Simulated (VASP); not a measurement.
# A slab model of the (0 0 1) face of Ti2Ga, part 2 of 5

Wanted: how the (0 0 1) face of Ti2Ga relaxes, and what it costs to take an electron out. The start is a cell from a database of measured crystal structures.

VASP 6.6.1, plane waves and PAW; the level of theory is named at each step.

So far. Step 2 (The bulk reference): Energy at zero smearing: -42.38682 eV.

### Step 3. Surface relaxation

This step: PBEsol; plane waves and PAW (Ti, Ga) (VASP 6.6.1).

System of this step: Ti2Ga. The cell holds 12 atoms: 8 Ti and 4 Ga. Cell: a = 4.510 Å, b = 4.510 Å, c = 24.625 Å, α = 90.0°, β = 90.0°, γ = 120.0°. It derives from Ti2Ga. The (0 0 1) slab of Ti2Ga, cut from the database cell. Vacuum lies along c.

The free atoms relax, while those held by selective dynamics keep their cut positions.

INCAR reads:

```
SYSTEM = Ti2Ga
PREC = Normal
ENCUT = 300
EDIFF = 1E-05
NELM = 120
ISMEAR = 0
SIGMA = 0.05
LREAL = .FALSE.
ALGO = Fast
GGA = PS
NBANDS = 34
LORBIT = 11
LWAVE = .FALSE.
LCHARG = .FALSE.
KPAR = 2
IBRION = 2
NSW = 40
ISIF = 2
EDIFFG = -0.03
POTIM = 0.4
MAXMIX = 40
IDIPOL = 3
LDIPOL = .TRUE.
DIPOL = 0.5 0.5 0.491
```

POSCAR reads:

```
Ti2Ga
1.0
    4.5099980207      0.0000000000      0.0000000000
   -2.2549990104      3.9057728569      0.0000000000
    0.0000000000      0.0000000000     24.6250000000
Ti Ga
8 4
Selective dynamics
Direct
    0.6666666700      0.3333333300      0.3045685300  F F F
    0.0000000000      0.0000000000      0.3604060900  F F F
    0.3333333300      0.6666666700      0.4162436500  F F F
    0.0000000000      0.0000000000      0.4720812200  F F F
    0.6666666700      0.3333333300      0.5279187800  T T T
    0.0000000000      0.0000000000      0.5837563500  T T T
    0.3333333300      0.6666666700      0.6395939100  T T T
    0.0000000000      0.0000000000      0.6954314700  T T T
    0.3333333300      0.6666666700      0.3045685300  F F F
    0.6666666700      0.3333333300      0.4162436500  F F F
    0.3333333300      0.6666666700      0.5279187800  T T T
    0.6666666700      0.3333333300      0.6395939100  T T T
```

KPOINTS reads:

```
Automatic mesh
0
Gamma
6 6 1
0 0 0
```

Potentials, in the order of the species: Ti and Ga (PBE family, release 64).

Run with:

```
mpirun -np 2 vasp_std
```

Output:

```text
[banner, memory and clock lines left out]
running    2 mpi-ranks, on    1 nodes
 distrk:  each k-point on    1 cores,    2 groups
 distr:  one band on    1 cores,    1 groups

 POSCAR found type information on POSCAR TiGa
 POSCAR found :  2 types and      12 ions
 [... a notice as in an earlier step ...]

 LDA part: xc-table for (Slater+PW92), standard interpolation
 POSCAR, INCAR and KPOINTS ok, starting setup
 FFT: planning ... GRIDC
 FFT: planning ... GRID_SOFT
 FFT: planning ... GRID
 WAVECAR not read
 entering main loop
       N       E                     dE             d eps       ncg     rms          rms(c)
DAV:   1     0.175654660600E+03    0.17565E+03   -0.99960E+03   476   0.640E+02
DAV:   2    -0.684158393477E+02   -0.24407E+03   -0.22785E+03   518   0.189E+02
DAV:   3    -0.955366588923E+02   -0.27121E+02   -0.25810E+02   690   0.638E+01
DAV:   4    -0.967438012035E+02   -0.12071E+01   -0.11960E+01   720   0.161E+01
DAV:   5    -0.967758072626E+02   -0.32006E-01   -0.31930E-01   752   0.205E+00    0.341E+01
RMM:   6    -0.117155667894E+03   -0.20380E+02   -0.85147E+01   753   0.650E+01    0.250E+01
RMM:   7    -0.167060896390E+03   -0.49905E+02   -0.14331E+02   725   0.640E+01    0.298E+01
RMM:   8    -0.928673098571E+02    0.74194E+02   -0.62617E+01   628   0.464E+01    0.196E+01
RMM:   9    -0.849423846834E+02    0.79249E+01   -0.22914E+01   661   0.185E+01    0.167E+01
RMM:  10    -0.852296302163E+02   -0.28725E+00   -0.25244E+01   587   0.191E+01    0.168E+01
RMM:  11    -0.822567125825E+02    0.29729E+01   -0.28526E+01   641   0.131E+01    0.136E+01
RMM:  12    -0.806880915917E+02    0.15686E+01   -0.17411E+01   598   0.117E+01    0.776E+00
RMM:  13    -0.796767447026E+02    0.10113E+01   -0.48414E+00   536   0.785E+00    0.446E+00
RMM:  14    -0.807326061292E+02   -0.10559E+01   -0.45970E+00   552   0.642E+00    0.793E+00
RMM:  15    -0.804245404050E+02    0.30807E+00   -0.23155E+00   533   0.480E+00    0.754E+00
RMM:  16    -0.800598494383E+02    0.36469E+00   -0.30758E+00   544   0.451E+00    0.376E+00
RMM:  17    -0.799159087304E+02    0.14394E+00   -0.13238E+00   572   0.261E+00    0.213E+00
RMM:  18    -0.799413152721E+02   -0.25407E-01   -0.42949E-01   540   0.198E+00    0.253E+00
RMM:  19    -0.798560352433E+02    0.85280E-01   -0.22993E-01   514   0.169E+00    0.163E+00
RMM:  20    -0.798214917968E+02    0.34543E-01   -0.76677E-02   511   0.108E+00    0.707E-01
RMM:  21    -0.798179816956E+02    0.35101E-02   -0.25156E-02   545   0.541E-01    0.546E-01
RMM:  22    -0.798180014155E+02   -0.19720E-04   -0.36432E-02   561   0.502E-01    0.362E-01
RMM:  23    -0.798183608353E+02   -0.35942E-03   -0.77230E-03   531   0.303E-01    0.368E-01
RMM:  24    -0.798167943732E+02    0.15665E-02   -0.27767E-03   498   0.222E-01    0.167E-01
RMM:  25    -0.798171958548E+02   -0.40148E-03   -0.19652E-03   542   0.133E-01    0.140E-01
RMM:  26    -0.798187234647E+02   -0.15276E-02   -0.76943E-03   583   0.252E-01    0.327E-01
RMM:  27    -0.798173753596E+02    0.13481E-02   -0.10594E-03   499   0.127E-01    0.111E-01
RMM:  28    -0.798174284069E+02   -0.53047E-04   -0.14627E-03   548   0.995E-02    0.297E-02
RMM:  29    -0.798175383309E+02   -0.10992E-03   -0.26718E-04   528   0.426E-02    0.353E-02
RMM:  30    -0.798177024158E+02   -0.16408E-03   -0.11488E-04   476   0.344E-02    0.456E-02
RMM:  31    -0.798177502690E+02   -0.47853E-04   -0.49462E-05   419   0.326E-02    0.161E-02
RMM:  32    -0.798178357363E+02   -0.85467E-04   -0.70334E-05   444   0.219E-02    0.103E-02
RMM:  33    -0.798178835217E+02   -0.47785E-04   -0.81346E-06   314   0.115E-02    0.695E-03
RMM:  34    -0.798179618157E+02   -0.78294E-04   -0.77682E-06   318   0.913E-03    0.466E-03
RMM:  35    -0.798179808527E+02   -0.19037E-04   -0.27721E-06   294   0.747E-03    0.587E-03
RMM:  36    -0.798179944301E+02   -0.13577E-04   -0.12217E-06   219   0.360E-03    0.573E-03
RMM:  37    -0.798180061721E+02   -0.11742E-04   -0.26742E-06   306   0.669E-03    0.286E-03
RMM:  38    -0.798180086397E+02   -0.24676E-05   -0.66278E-07   248   0.382E-03
   1 F= -.79818009E+02 E0= -.79810486E+02  d E =-.798180E+02
 curvature:   0.00 expect dE= 0.000E+00 dE for cont linesearch  0.000E+00
 trial: gam= 0.00000 g(F)=  0.138E+00 g(S)=  0.000E+00 ort = 0.000E+00 (trialstep = 0.100E+01)
 search vector abs. value=  0.138E+00
 bond charge predicted
       N       E                     dE             d eps       ncg     rms          rms(c)
DAV:   1    -0.799545038523E+02   -0.13650E+00   -0.39894E+00   496   0.708E+00    0.974E-01
RMM:   2    -0.799629574539E+02   -0.84536E-02   -0.60729E-02   482   0.137E+00    0.127E+00
RMM:   3    -0.799432138399E+02    0.19744E-01   -0.37400E-02   500   0.824E-01    0.472E-01
RMM:   4    -0.799469836677E+02   -0.37698E-02   -0.28220E-02   545   0.465E-01    0.646E-01
RMM:   5    -0.799428166696E+02    0.41670E-02   -0.33412E-03   482   0.274E-01    0.441E-01
RMM:   6    -0.799408737150E+02    0.19430E-02   -0.82472E-03   552   0.251E-01    0.187E-01
RMM:   7    -0.799407621181E+02    0.11160E-03   -0.32960E-03   560   0.149E-01    0.111E-01
RMM:   8    -0.799405592413E+02    0.20288E-03   -0.30673E-04   470   0.801E-02    0.469E-02
RMM:   9    -0.799405846248E+02   -0.25383E-04   -0.43052E-04   519   0.583E-02    0.492E-02
RMM:  10    -0.799405531582E+02    0.31467E-04   -0.60806E-05   440   0.385E-02    0.251E-02
RMM:  11    -0.799405522243E+02    0.93389E-06   -0.40261E-05   384   0.174E-02
   2 F= -.79940552E+02 E0= -.79933827E+02  d E =-.122544E+00
[... from here on, the cycles between the ionic steps are left out ...]
   3 F= -.80068834E+02 E0= -.80062842E+02  d E =-.250825E+00
   4 F= -.80095304E+02 E0= -.80089142E+02  d E =-.264700E-01
   5 F= -.80131308E+02 E0= -.80124465E+02  d E =-.624741E-01
   6 F= -.80132750E+02 E0= -.80125688E+02  d E =-.639164E-01
   7 F= -.80140165E+02 E0= -.80133059E+02  d E =-.741476E-02
   8 F= -.80140842E+02 E0= -.80133683E+02  d E =-.809228E-02
   9 F= -.80143497E+02 E0= -.80136284E+02  d E =-.265489E-02
  10 F= -.80144175E+02 E0= -.80136909E+02  d E =-.333258E-02
  11 F= -.80146758E+02 E0= -.80139507E+02  d E =-.258258E-02
  12 F= -.80148372E+02 E0= -.80141124E+02  d E =-.419731E-02
  13 F= -.80147089E+02 E0= -.80139741E+02  d E =-.291386E-02
  14 F= -.80148627E+02 E0= -.80141365E+02  d E =-.445198E-02
  15 F= -.80148678E+02 E0= -.80141446E+02  d E =-.505746E-04
 trial-energy change:   -0.000051  1 .order   -0.000027   -0.000360    0.000307
 step:   2.2095(harm=  2.2095)  dis= 0.00160  next Energy=   -80.148724 (dE=-0.971E-04)
 bond charge predicted
       N       E                     dE             d eps       ncg     rms          rms(c)
DAV:   1    -0.801488357089E+02   -0.15523E-03   -0.10415E-02   508   0.364E-01    0.928E-02
RMM:   2    -0.801487286562E+02    0.10705E-03   -0.19706E-04   472   0.804E-02    0.100E-02
RMM:   3    -0.801487364100E+02   -0.77538E-05   -0.81099E-05   444   0.223E-02
  16 F= -.80148736E+02 E0= -.80141482E+02  d E =-.109424E-03
 curvature:  -1.50 expect dE=-0.661E-05 dE for cont linesearch -0.224E-05
 trial: gam=-0.07104 g(F)=  0.441E-05 g(S)=  0.000E+00 ort = 0.134E-04 (trialstep = 0.372E+01)
 search vector abs. value=  0.312E-05
 reached required accuracy - stopping structural energy minimisation
```

The job ended after 2.3 min (2 MPI ranks of Intel Xeon 6975P-C (Granite Rapids), shared host; peak memory 0.45 GiB; 4.5 min of CPU time).

From OUTCAR (step 3):

```text
  LATTYP: Found a hexagonal cell.
 ALAT       =     4.5099980207
 C/A-ratio  =     5.4600910881

 Subroutine GETGRP returns: Found  6 space group operations
 (whereof  6 operations were pure point group operations)

The static configuration has the point symmetry C_3v.

 Found      7 irreducible k-points:

   k-points           NKPTS =      7   k-points in BZ     NKDIM =      7   number of bands    NBANDS=     34

   dimension x,y,z NGX =    20 NGY =   20 NGZ =  108
   dimension x,y,z NGXF=    40 NGYF=   40 NGZF=  216

   ENCUT  =  300.0 eV  22.05 Ry    4.70 a.u.   6.37  6.37 34.78*2*pi/ulx,y,z

   NELECT =      44.0000    total number of electrons

 dipolmoment           0.000000      0.000000     -0.078308 electrons x Angstroem

 E-fermi :  -0.5253

 k-point     1 :       0.0000    0.0000    0.0000
  band No.  band energies     occupation
    ...
     20      -1.0450      2.00000
     21      -0.9521      2.00000
     22      -0.9521      2.00000
     23      -0.6998      2.00000
     24      -0.6998      2.00000
     25      -0.3513      0.00000
     26      -0.1384      0.00000
     27       0.8084      0.00000
     28       0.8084      0.00000
     29       0.9804      0.00000
    ...

 k-point     2 :       0.1667    0.0000    0.0000
  band No.  band energies     occupation
    ...
     20      -0.9920      2.00000
     21      -0.9235      2.00000
     22      -0.9042      2.00000
     23      -0.6087      1.98172
     24      -0.5830      1.89751
     25      -0.1079      0.00000
     26       0.0157      0.00000
     27       0.7112      0.00000
     28       0.7372      0.00000
     29       0.8178      0.00000
    ...

  Total       -7.6356486     -7.6356486     -3.5947099      0.0000000     -0.0000000     -0.0000000
  in kB      -28.2031062    -28.2031062    -13.2774557      0.0000000     -0.0000000     -0.0000000
  external PRESSURE =     -23.2278894 kB  Pullay stress =       0.0000000 kB

  energy-cutoff  :      300.00
  volume of cell :      433.77
      direct lattice vectors                 reciprocal lattice vectors
     4.509998021  0.000000000  0.000000000     0.221729587  0.128015637  0.000000000
    -2.254999010  3.905772857  0.000000000     0.000000000  0.256031274  0.000000000
     0.000000000  0.000000000 24.625000000     0.000000000  0.000000000  0.040609137

 POSITION                                       TOTAL-FORCE (eV/Angst)
 -----------------------------------------------------------------------------------
      2.25500      1.30192      7.50000        -0.000000     -0.000000      0.621128
      0.00000      0.00000      8.87500         0.000000     -0.000000     -0.022863
     -0.00000      2.60385     10.25000        -0.000000     -0.000000     -0.219355
      0.00000      0.00000     11.62500         0.000000     -0.000000     -0.544204
      2.25500      1.30192     13.00311         0.000000     -0.000000     -0.007608
      0.00000      0.00000     14.37783         0.000000     -0.000000     -0.000110
     -0.00000      2.60385     15.50837        -0.000000      0.000000      0.000094
      0.00000      0.00000     16.82873        -0.000000      0.000000      0.004576
     -0.00000      2.60385      7.50000         0.000000     -0.000000      0.401044
      2.25500      1.30192     10.25000         0.000000     -0.000000     -0.224399
     -0.00000      2.60385     12.90729        -0.000000     -0.000000     -0.003449
      2.25500      1.30192     15.83733         0.000000     -0.000000     -0.004854
 -----------------------------------------------------------------------------------
    total drift:                               -0.000001      0.000001      0.001597

  FREE ENERGIE OF THE ION-ELECTRON SYSTEM (eV)
  ---------------------------------------------------
  free  energy   TOTEN  =       -80.1487364100 eV

  energy  without entropy=      -80.1342270005  energy(sigma->0) =      -80.14148171

 reached required accuracy - stopping structural energy minimisation

 vacuum level on the upper side and lower side of the slab         2.272         3.092

 total charge
# of ion       s       p       d       tot
------------------------------------------
    1        0.412   0.436   2.381   3.228
    2        0.455   0.550   2.346   3.351
    3        0.454   0.623   2.464   3.541
    4        0.480   0.561   2.442   3.484
    5        0.439   0.612   2.456   3.507
    6        0.514   0.555   2.559   3.629
    7        0.491   0.635   2.451   3.577
    8        0.461   0.373   2.421   3.256
    9        1.197   1.252   0.051   2.500
   10        1.149   1.360   0.109   2.619
   11        1.163   1.447   0.105   2.715
   12        1.145   1.357   0.093   2.595
--------------------------------------------------
tot          8.362   9.761  19.878  38.002

[... 7 further parts left out ...]
```

The data sets Ti and Ga keep the semicore shell frozen, which is cheaper and a little less accurate. The run keeps the 6 symmetry operations of its start, so it cannot find a distortion of lower symmetry.

Step by step:

```csv
step,energy less that of the first step (eV),largest force (eV/Å)
1,0.0000,1.3287
2,-0.1225,1.0544
3,-0.2508,0.4821
4,-0.2773,0.3831
5,-0.3133,0.2747
6,-0.3147,0.3082
7,-0.3222,0.1062
8,-0.3228,0.1328
9,-0.3255,0.0916
10,-0.3262,0.0999
11,-0.3287,0.0599
12,-0.3304,0.0377
13,-0.3291,0.1194
14,-0.3306,0.0353
15,-0.3307,0.0350
16,-0.3307,0.0076
```

The atoms that moved most (Å):

```csv
atom,dx,dy,dz,length
Ti8,0.000,0.000,-0.296,0.296
Ti7,0.000,0.000,-0.242,0.242
Ga11,0.000,0.000,-0.093,0.093
Ga12,0.000,0.000,0.087,0.087
```

The relaxed structure:

```
Ti Ga
1.0
     4.51000    0.00000    0.00000
    -2.25500    3.90577    0.00000
     0.00000    0.00000   24.62500
Ti Ga
8 4
Cartesian
  2.2550 1.3019 7.5000
  0.0000 0.0000 8.8750
  0.0000 2.6038 10.2500
  0.0000 0.0000 11.6250
  2.2550 1.3019 13.0031
  0.0000 0.0000 14.3778
  0.0000 2.6038 15.5084
  0.0000 0.0000 16.8287
  0.0000 2.6038 7.5000
  2.2550 1.3019 10.2500
  0.0000 2.6038 12.9073
  2.2550 1.3019 15.8373
```

Numbers from this step:

```
electronic cycles       : 144
electrons               : 44
free energy (TOTEN)     : -80.1487 eV
energy at zero smearing : -80.1415 eV
Fermi energy            : -0.5253 eV
dipole moment           : 0, 0, -0.07831 e·Å
```

The run ended after 16 ionic steps, 0.331 eV below its first step, once the forces on the free atoms met EDIFFG = -0.03.

Only the dipole across the slab is computed (IDIPOL = 3); zeros along the plane are no results.

VASP counts the dipole in electrons times Å, so a positive number points the physical dipole along −c.

[end of part 2 of 5]

[Lines on the potential files, build, host, timing and source positions are cut from VASP's logs without a mark.]

[Logs are printed without paths, hosts, clocks, repeated set-up lines and the standing remarks that a program may print on its own settings, such as how far it seeks lower states.]

[Hosts, paths, dates, database ids (printed as entryN), source tags and the programs' standing remarks are cut or masked in the printed files.]

[In band tables of VASP the shares of atoms and orbitals are scaled to a sum of 1 inside the atoms' spheres.]

[Runs that stopped without an error message from VASP are left out.]
